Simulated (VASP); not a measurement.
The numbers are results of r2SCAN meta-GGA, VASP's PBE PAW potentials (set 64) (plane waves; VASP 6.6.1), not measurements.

VASP input:

KPOINTS:
```
Automatic
0
gamma
9 9 9
0 0 0
```

### POSCAR
```
MoSb
1.0
  0.0000000000   3.0489588326   3.0489588326
  3.0489588326   0.0000000000   3.0489588326
  3.0489588326   3.0489588326   0.0000000000
Mo Sb
1 1
Cart
  3.0489588326   0.0000000000   3.0489588326
  1.5244794163   1.5244794163   1.5244794163
```

### INCAR
```
ALGO = Normal
EDIFF = 1E-6
EDIFFG = -0.01
ENCUT = 400
IBRION = 2
ISIF = 3
ISMEAR = 1
LASPH = .TRUE.
LCHARG = .FALSE.
LMAXMIX = 4
LMIXTAU = .TRUE.
LREAL = .FALSE.
LWAVE = .FALSE.
METAGGA = R2SCAN
NELM = 100
NSW = 60
PREC = Accurate
SIGMA = 0.1
SYSTEM = MoSb
```

POTCAR, in this order: Mo_sv Sb (PBE.64 set). Program: vasp_std.

Unless said otherwise, spin-orbit coupling is left out, though it shifts the bands of the heavy elements here.

### Question
Estimate the energy per atom (σ→0), volume per atom, band gap (on the k-mesh).

### Answer

| Property | Result |
|---|---|
| energy per atom (σ→0) | -24.613 eV/atom |
| band gap (on the k-mesh) | none (metal, semimetal or under 0.01 eV) |
| volume per atom | 28.24 Å^3/atom |

### OSZICAR
```
...
DAV:   3    -0.492274371541E+02    0.60713E-03   -0.18893E-03   933   0.331E-01    0.606E-02
DAV:   4    -0.492272967304E+02    0.14042E-03   -0.56966E-04  1005   0.191E-01    0.177E-02
DAV:   5    -0.492273850399E+02   -0.88309E-04   -0.21580E-04   970   0.121E-01    0.161E-02
DAV:   6    -0.492273790848E+02    0.59551E-05   -0.10330E-04   965   0.783E-02    0.938E-03
DAV:   7    -0.492274097989E+02   -0.30714E-04   -0.11594E-05   930   0.270E-02    0.202E-03
DAV:   8    -0.492274167847E+02   -0.69858E-05   -0.33739E-06   970   0.156E-02    0.121E-03
DAV:   9    -0.492274171091E+02   -0.32437E-06   -0.18230E-07   460   0.372E-03
   3 F= -.49227417E+02 E0= -.49225265E+02  d E =-.210501E-03
```

The structure was generated: MoSb was put into the zinc blende type (F-43m), which need not be its known phase. This run relaxes it. Symmetry was kept, so distortions that lower it aren't found. The start is the result of an earlier pass. The electron count is odd and the run is not spin-polarised, which forces a metal.
